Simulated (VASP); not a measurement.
Consider the following.

```yaml
crystal:
  lattice:
    - [3.18601, 0.00000, 0.00000]
    - [0.00000, 3.18601, 0.00000]
    - [0.00000, 0.00000, 3.18601]
  atoms:
    - { symbol: Zn, position: [0.50000, 0.50000, 0.50000] }
    - { symbol: Au, position: [0.00000, 0.00000, 0.00000] }
```

Method: PBE GGA, VASP's PBE PAW potentials (set 64) (plane waves; VASP 6.6.1). Numerical set-up: 520 eV cut-off, Gaussian smearing of 0.050 eV, potentials Zn Au.

Problem. Give the energies of bands 6 to 14 at the high-symmetry points, in eV from the Fermi level.

Solution. 
```
band      Γ      X      M      R
----  -----  -----  -----  -----
6     -7.34  -7.20  -6.28  -6.19
7     -5.29  -5.58  -4.94  -6.19
8     -5.29  -5.32  -4.02  -6.19
9     -3.68  -4.77  -4.02  -3.08
10    -3.68  -4.77  -3.12  -3.08
11    -3.68  -3.81  -1.82   1.30
12     4.95  -2.37  -1.82   3.37
13     4.95  10.36   0.72   3.72
14     4.95  10.89   2.28   3.72
```

It has no gap at this level: it comes out as a metal or semimetal.

The compound is AuZn in the CsCl type structure. It was relaxed first. The electron count is odd and the run is not spin-polarised, which forces a metal.
